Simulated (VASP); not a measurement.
Here is the system:

```yaml
crystal:
  lattice:
    - [0.00000, 1.78350, 1.78350]
    - [1.78350, 0.00000, 1.78350]
    - [1.78350, 1.78350, 0.00000]
  atoms:
    - { symbol: C, position: [0.00000, 0.00000, 0.00000] }
    - { symbol: C, position: [0.25000, 0.25000, 0.25000] }
```

These are G0W0 on PBE orbitals, VASP's PBE PAW potentials (set 64) (plane waves; VASP) values and carry that method's errors. Run with PREC = Normal, 500 eV cut-off, 4×4×4 Γ-centred mesh, Gaussian smearing of 0.010 eV, potentials C_GW_new.

The mesh is coarse and the basis finite, so the quasiparticle values are not converged.

NBANDS = 240, ENCUTGW = 250 eV, NOMEGA = 64. The PBE levels (eV) that the step starts from are:

```
state                          KS energy  filling
-----------------------------  ---------  -------
k1 (0.00, 0.00, 0.00), band 1      -8.77        2
k1 (0.00, 0.00, 0.00), band 2      12.71        2
k1 (0.00, 0.00, 0.00), band 3      12.71        2
k1 (0.00, 0.00, 0.00), band 4      12.71        2
k1 (0.00, 0.00, 0.00), band 5      18.31        0
k1 (0.00, 0.00, 0.00), band 6      18.31        0
k1 (0.00, 0.00, 0.00), band 7      18.31        0
k1 (0.00, 0.00, 0.00), band 8      26.07        0
k2 (0.25, 0.00, 0.00), band 1      -7.05        2
k2 (0.25, 0.00, 0.00), band 2       6.12        2
k2 (0.25, 0.00, 0.00), band 3      10.97        2
k2 (0.25, 0.00, 0.00), band 4      10.97        2
k2 (0.25, 0.00, 0.00), band 5      20.51        0
k2 (0.25, 0.00, 0.00), band 6      20.51        0
k2 (0.25, 0.00, 0.00), band 7      20.86        0
k2 (0.25, 0.00, 0.00), band 8      27.37        0
k5 (0.50, 0.25, 0.00), band 1      -2.74        2
k5 (0.50, 0.25, 0.00), band 2       1.93        2
k5 (0.50, 0.25, 0.00), band 3       5.97        2
k5 (0.50, 0.25, 0.00), band 4       7.84        2
k5 (0.50, 0.25, 0.00), band 5      18.78        0
k5 (0.50, 0.25, 0.00), band 6      24.15        0
k5 (0.50, 0.25, 0.00), band 7      25.54        0
k5 (0.50, 0.25, 0.00), band 8      26.06        0
```

**Question.** Give the quasiparticle energies and renormalisation factors Z.

**Answer.** 
```csv
state,QP energy (eV),Z
"k1 (0.00, 0.00, 0.00), band 1",-10.51,0.77
"k1 (0.00, 0.00, 0.00), band 2",11.78,0.82
"k1 (0.00, 0.00, 0.00), band 3",11.78,0.82
"k1 (0.00, 0.00, 0.00), band 4",11.78,0.82
"k1 (0.00, 0.00, 0.00), band 5",19.09,0.82
"k1 (0.00, 0.00, 0.00), band 6",19.09,0.82
"k1 (0.00, 0.00, 0.00), band 7",19.09,0.82
"k1 (0.00, 0.00, 0.00), band 8",26.70,0.76
"k2 (0.25, 0.00, 0.00), band 1",-8.74,0.77
"k2 (0.25, 0.00, 0.00), band 2",4.83,0.80
"k2 (0.25, 0.00, 0.00), band 3",9.96,0.82
"k2 (0.25, 0.00, 0.00), band 4",9.96,0.82
"k2 (0.25, 0.00, 0.00), band 5",21.36,0.81
"k2 (0.25, 0.00, 0.00), band 6",21.36,0.81
"k2 (0.25, 0.00, 0.00), band 7",21.50,0.81
"k2 (0.25, 0.00, 0.00), band 8",28.12,0.77
"k5 (0.50, 0.25, 0.00), band 1",-4.31,0.75
"k5 (0.50, 0.25, 0.00), band 2",0.48,0.77
"k5 (0.50, 0.25, 0.00), band 3",4.68,0.79
"k5 (0.50, 0.25, 0.00), band 4",6.65,0.80
"k5 (0.50, 0.25, 0.00), band 5",19.27,0.82
"k5 (0.50, 0.25, 0.00), band 6",24.83,0.80
"k5 (0.50, 0.25, 0.00), band 7",26.53,0.78
"k5 (0.50, 0.25, 0.00), band 8",26.91,0.78
```
On the mesh the gap opens from 4.44 to 5.89 eV.

The compound is C in the diamond structure. The cell was not relaxed at this level. The k-mesh is coarse (spacing up to 0.76 per Å, 2π included), so the numbers may not be converged in it.
